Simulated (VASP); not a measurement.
# Mg2CdO3 (Cmc2_1) in VASP: band structure with PBE

Aim: the band structure of Mg2CdO3 with PBE.

Program: VASP 6.6.1. These are calculated values, not measurements. Logs are shortened: lines on timing, memory, paths and dates and some standing lists are left out, and cuts for length are marked.

## (1) The crystal as given

The structure is orthorhombic, space group Cmc2_1 (No. 36). Conventional cell: a = 10.281 Å, b = 5.914 Å, c = 5.351 Å, α = 90.00°, β = 90.00°, γ = 90.00°. Mg (site symmetry 1) is surrounded by 4 O at 1.99 to 2.00 Å. Cd (site symmetry m) has 4 O at 2.23 to 2.28 Å as nearest neighbours. O (site symmetry 1) is surrounded by 3 Mg at 1.99 to 2.00 Å and 1 Cd at 2.23 Å. Around O (site symmetry m) lie 2 Mg at 1.99 Å and 2 Cd at 2.24 to 2.28 Å.

The cell was built by a generator and needn't be a form met in nature.

## (2) Band structure, PBE

INCAR

```
SYSTEM = Mg2CdO3
ALGO = Fast
EDIFF = 1E-6
ENCUT = 520
GGA = PE
ISIF = 2
ISMEAR = 0
KPAR = 2
LASPH = .TRUE.
LCHARG = .FALSE.
LREAL = .FALSE.
LWAVE = .FALSE.
NBANDS = 46
NELM = 100
PREC = Accurate
SIGMA = 0.03
```

KPOINTS

```
k-points
0
G
  6 6 6
  0 0 0
```

POSCAR

```
Mg2CdO3
1.0
    5.1406100000     -2.9572300000      0.0000000000
    5.1406100000      2.9572300000      0.0000000000
    0.0000000000      0.0000000000      5.3512300000
Mg Cd O
4 2 6
Direct
    0.8345410000      0.5066930000      0.0023540000
    0.1654590000      0.4933070000      0.5023540000
    0.5066930000      0.8345410000      0.5023540000
    0.4933070000      0.1654590000      0.0023540000
    0.1758390000      0.8241610000      0.9911660000
    0.8241610000      0.1758390000      0.4911660000
    0.5321230000      0.8334830000      0.8742560000
    0.1665170000      0.4678770000      0.8742560000
    0.1968350000      0.8031650000      0.4174100000
    0.8334830000      0.5321230000      0.3742560000
    0.4678770000      0.1665170000      0.3742560000
    0.8031650000      0.1968350000      0.9174100000
```

KPOINTS_OPT

```
path GXSRAZGYX1A1TY,ZT
15
line-mode
reciprocal
 0.0000000000  0.0000000000  0.0000000000  G
 0.3327334056 -0.3327334056  0.0000000000  X

 0.3327334056 -0.3327334056  0.0000000000  X
 0.0000000000 -0.5000000000  0.0000000000  S

 0.0000000000 -0.5000000000  0.0000000000  S
 0.0000000000 -0.5000000000 -0.5000000000  R

 0.0000000000 -0.5000000000 -0.5000000000  R
 0.3327334056 -0.3327334056 -0.5000000000  A

 0.3327334056 -0.3327334056 -0.5000000000  A
 0.0000000000  0.0000000000 -0.5000000000  Z

 0.0000000000  0.0000000000 -0.5000000000  Z
 0.0000000000  0.0000000000  0.0000000000  G

 0.0000000000  0.0000000000  0.0000000000  G
-0.5000000000 -0.5000000000  0.0000000000  Y

-0.5000000000 -0.5000000000  0.0000000000  Y
-0.3327334056 -0.6672665944  0.0000000000  X1

-0.3327334056 -0.6672665944  0.0000000000  X1
-0.3327334056 -0.6672665944 -0.5000000000  A1

-0.3327334056 -0.6672665944 -0.5000000000  A1
-0.5000000000 -0.5000000000 -0.5000000000  T

-0.5000000000 -0.5000000000 -0.5000000000  T
-0.5000000000 -0.5000000000  0.0000000000  Y

 0.0000000000  0.0000000000 -0.5000000000  Z
-0.5000000000 -0.5000000000 -0.5000000000  T
```

Potentials or basis: VASP PAW PBE potentials, release 64 (Mg, Cd, O).

The run is started by

```console
$ cat potpaw_PBE.64/Mg/POTCAR potpaw_PBE.64/Cd/POTCAR potpaw_PBE.64/O/POTCAR > POTCAR
$ mpirun -np 2 vasp_std > vasp.out
```

OUTCAR:

```text
SYSTEM = Mg2CdO3
   EDIFF = 1E-6
   ENCUT = 520
   GGA = PE
   ISIF = 2
   ISMEAR = 0
   LASPH = .TRUE.
   LREAL = .FALSE.
   NELM = 100
   PREC = Accurate

 ion  position               nearest neighbor table
   1  0.835  0.507  0.002-   8 1.99   7 1.99  12 1.99  10 2.00   6 3.29   2 3.30   2 3.30   3 3.30
                             3 3.30   4 3.38   4 3.38   5 3.38   6 3.38   5 3.39   5 3.50   4 3.51
   2  0.165  0.493  0.502-  10 1.99  11 1.99   9 1.99   8 2.00   5 3.29   1 3.30   1 3.30   4 3.30
                             4 3.30   3 3.38   3 3.38   6 3.38   5 3.38   6 3.39   6 3.50   3 3.51
   3  0.507  0.835  0.502-  11 1.99  10 1.99   9 1.99   7 2.00   5 3.29   4 3.30   4 3.30   1 3.30
                             1 3.30   2 3.38   2 3.38   6 3.38   5 3.38   6 3.39   6 3.50   2 3.51
   4  0.493  0.165  0.002-   7 1.99   8 1.99  12 1.99  11 2.00   6 3.29   3 3.30   3 3.30   2 3.30
                             2 3.30   1 3.38   1 3.38   5 3.38   6 3.38   5 3.39   5 3.50   1 3.51
   5  0.176  0.824  0.991-   7 2.23   8 2.23  12 2.24   9 2.28   2 3.29   3 3.29   1 3.38   4 3.38
                             3 3.38   2 3.38   4 3.39   1 3.39   6 3.39   6 3.39   1 3.50   4 3.50
   6  0.824  0.176  0.491-  10 2.23  11 2.23   9 2.24  12 2.28   1 3.29   4 3.29   3 3.38   2 3.38
                             4 3.38   1 3.38   2 3.39   3 3.39   5 3.39   5 3.39   2 3.50   3 3.50
   7  0.532  0.833  0.874-   4 1.99   1 1.99   3 2.00   5 2.23
   8  0.167  0.468  0.874-   1 1.99   4 1.99   2 2.00   5 2.23
   9  0.197  0.803  0.417-   2 1.99   3 1.99   6 2.24   5 2.28
  10  0.833  0.532  0.374-   2 1.99   3 1.99   1 2.00   6 2.23
  11  0.468  0.167  0.374-   3 1.99   2 1.99   4 2.00   6 2.23
  12  0.803  0.197  0.917-   1 1.99   4 1.99   5 2.24   6 2.28

  LATTYP: Found a base centered orthorhombic cell.
 ALAT       =     5.9144600000
 B/A-ratio  =     1.7383193056
 C/A-ratio  =     0.9047706807

  Lattice vectors:

 A1 = (  -5.1406100000,  -2.9572300000,   0.0000000000)
 A2 = (   5.1406100000,  -2.9572300000,   0.0000000000)
 A3 = (   0.0000000000,   0.0000000000,   5.3512300000)

Analysis of symmetry for initial positions (statically):
=====================================================================
 Subroutine PRICEL returns:
 Original cell was already a primitive cell.

 Routine SETGRP: Setting up the symmetry group for a
 base centered orthorhombic supercell.

 Subroutine GETGRP returns: Found  4 space group operations
 (whereof  2 operations were pure point group operations)
 out of a pool of  8 trial point group operations.

The static configuration has the point symmetry C_1h.
 The point group associated with its full space group is C_2v.

Analysis of symmetry for dynamics (positions and initial velocities):
=====================================================================
 Subroutine PRICEL returns:
 Original cell was already a primitive cell.
[... 151 lines left out ...]
  Fermi-wavevector in a.u.,A,eV,Ry     =   1.224005  2.313035 20.384103  1.498189
  Thomas-Fermi vector in A             =   2.359096
   LORBIT       =      0    0 simple, 1 ext, 2 COOP (PROOUT), +10 PAW based schemes
   GGA     = PE    functional components
   LHFCALC =     F    Hartree Fock is set to
   AEXX    =    0.0000 exact exchange contribution
   IVDW    =     0    specifies the selected vdW correction
   LEPSILON=     F    determine dielectric tensor
   LRPA    =     F    only Hartree local field effects (RPA)
 non-spin polarized calculation
 RMM-DIIS sequential band-by-band and
 Gauss-broadening in eV      SIGMA  =   0.03
  energy-cutoff  :      520.00
  volume of cell :      162.70
 maximum number of plane-waves:      4409
 NGX is ok and might be reduce to    48
   NGX = 23   NGY = 23   NGZ = 19

 number of electron      67.9999998 magnetization

 Free energy of the ion-electron system (eV)
  ---------------------------------------------------
  ext. energy  EPLUGINS =         0.00000000
  ---------------------------------------------------
  free energy    TOTEN  =       -62.57355151 eV

  energy without entropy =      -62.57355151  energy(sigma->0) =      -62.57355151

 E-fermi :   0.6428     XC(G=0):  -9.8500

 val. band max:        0.4868888252   @ k =   0.0000   0.0000   0.5000
 cond. band min:       2.3591029057   @ k =   0.0000   0.0000   0.0000
 fundamental gap:      1.8722140805
 Fermi energy:         0.6428443555

 k-point     1 :       0.0000    0.0000    0.0000
  band No.  band energies     occupation
      1     -15.6378      2.00000
      2     -15.1371      2.00000
      3     -15.0423      2.00000
      4     -15.0087      2.00000
      5     -15.0005      2.00000
      6     -14.9999      2.00000
[... 1165 lines left out ...]
     45      10.9775      0.00000
     46      11.1844      0.00000

 [... further k-points ...]

------------------------ aborting loop because EDIFF is reached ----------------------------------------

  FORCE on cell =-STRESS in cart. coord.  units (eV):
  Direction    XX          YY          ZZ          XY          YZ          ZX
  --------------------------------------------------------------------------------------
  -------------------------------------------------------------------------------------
  Total       -0.0145495     -0.0120748     -0.0120103      0.0000000      0.0000000      0.0000000
  in kB       -0.1432766     -0.1189071     -0.1182717      0.0000000      0.0000000      0.0000000
  external PRESSURE =      -0.1268185 kB  Pullay stress =       0.0000000 kB

 VOLUME and BASIS-vectors are now :
 -----------------------------------------------------------------------------
  energy-cutoff  :      520.00
  volume of cell :      162.70
      direct lattice vectors                 reciprocal lattice vectors
     5.140610000 -2.957230000  0.000000000     0.097264722 -0.169077143  0.000000000
     5.140610000  2.957230000  0.000000000     0.097264722  0.169077143  0.000000000
     0.000000000  0.000000000  5.351230000     0.000000000  0.000000000  0.186872925

 POSITION                                       TOTAL-FORCE (eV/Angst)
 -----------------------------------------------------------------------------------
      6.89476     -0.96952      0.01260        -0.000861     -0.003385      0.002679
      3.38646      0.96952      2.68821         0.000861      0.003385      0.002679
      6.89476      0.96952      2.68821        -0.000861      0.003385      0.002679
      3.38646     -0.96952      0.01260         0.000861     -0.003385      0.002679
      5.14061      1.91724      5.30396         0.000000     -0.002124      0.004899
      5.14061     -1.91724      2.62834         0.000000      0.002124      0.004899
      7.02005      0.89119      4.67834         0.001686     -0.005034     -0.001650
      3.26117      0.89119      4.67834        -0.001686     -0.005034     -0.001650
      5.14061      1.79306      2.23366         0.000000     -0.005122     -0.006958
      7.02005     -0.89119      2.00273         0.001686      0.005034     -0.001650
      3.26117     -0.89119      2.00273        -0.001686      0.005034     -0.001650
      5.14061     -1.79306      4.90927         0.000000      0.005122     -0.006958
 -----------------------------------------------------------------------------------
    total drift:                               -0.000000     -0.000000     -0.000203

  FREE ENERGIE OF THE ION-ELECTRON SYSTEM (eV)
  ---------------------------------------------------
  free  energy   TOTEN  =       -62.5735515092 eV

  energy  without entropy=      -62.5735515092  energy(sigma->0) =      -62.57355151
```

stdout:

```text
POSCAR found type information on POSCAR MgCdO
 POSCAR found :  3 types and      12 ions
 scaLAPACK will be used
 LDA part: xc-table for (Slater+PW92), standard interpolation
 POSCAR, INCAR and KPOINTS ok, starting setup
 FFT: planning ... GRIDC
 FFT: planning ... GRID_SOFT
 FFT: planning ... GRID
 WAVECAR not read
 entering main loop
 Start KPOINTS_OPT (optional k-point list driver)
k-point batch [1-52\180]
k-point batch [53-104\180]
k-point batch [105-156\180]
k-point batch [157-180\180]
```

Wall time 12 min (2 MPI ranks of Intel Xeon Platinum 8259CL at 2.50GHz (Skylake/Cascade Lake), shared host); peak memory 0.65 GiB.

What came out:

| Property | Result |
| --- | --- |
| Free energy | -62.5736 eV |
| Pressure | 0.0 GPa |
| Largest force | 0.009 eV/Å |
| Band gap on the k mesh | 1.87 eV, indirect (least direct gap 1.94 eV) |
| Band gap along the path | 1.87 eV, indirect (least direct gap 1.94 eV) |

Forces in eV/Å, atoms in the order of the input:
```
Mg  -0.001 -0.003  0.003
Mg   0.001  0.003  0.003
Mg  -0.001  0.003  0.003
Mg   0.001 -0.003  0.003
Cd   0.000 -0.002  0.005
Cd   0.000  0.002  0.005
O    0.002 -0.005 -0.002
O   -0.002 -0.005 -0.002
O    0.000 -0.005 -0.007
O    0.002  0.005 -0.002
O   -0.002  0.005 -0.002
O    0.000  0.005 -0.007
```

Levels at the corners of the path, in eV from the valence-band top:
```
point  band 32  band 33  band 34  band 35  band 36  band 37
    Γ    -0.13    -0.11    -0.07     1.87     5.53     7.81
    X    -0.42    -0.22    -0.16     4.15     4.89     5.70
    X    -0.42    -0.22    -0.16     4.15     4.89     5.70
    S    -0.34    -0.34    -0.21     3.99     4.59     7.17
    S    -0.34    -0.34    -0.21     3.99     4.59     7.17
    R    -0.52    -0.12    -0.12     5.14     5.14     5.97
    R    -0.52    -0.12    -0.12     5.14     5.14     5.97
    A    -0.49    -0.17    -0.17     5.16     5.16     6.17
    A    -0.49    -0.17    -0.17     5.16     5.16     6.17
    Z    -0.26     0.00     0.00     4.14     4.14     7.88
    Z    -0.26     0.00     0.00     4.14     4.14     7.88
    Γ    -0.13    -0.11    -0.07     1.87     5.53     7.81
    Γ    -0.13    -0.11    -0.07     1.87     5.53     7.81
    Y    -0.33    -0.31    -0.30     3.91     5.17     5.55
    Y    -0.33    -0.31    -0.30     3.91     5.17     5.55
   X1    -0.42    -0.22    -0.16     4.15     4.89     5.70
   X1    -0.42    -0.22    -0.16     4.15     4.89     5.70
   A1    -0.49    -0.17    -0.17     5.16     5.16     6.17
   A1    -0.49    -0.17    -0.17     5.16     5.16     6.17
    T    -0.52    -0.15    -0.15     5.09     5.09     6.32
    T    -0.52    -0.15    -0.15     5.09     5.09     6.32
    Y    -0.33    -0.31    -0.30     3.91     5.17     5.55
    Z    -0.26     0.00     0.00     4.14     4.14     7.88
    T    -0.52    -0.15    -0.15     5.09     5.09     6.32
```
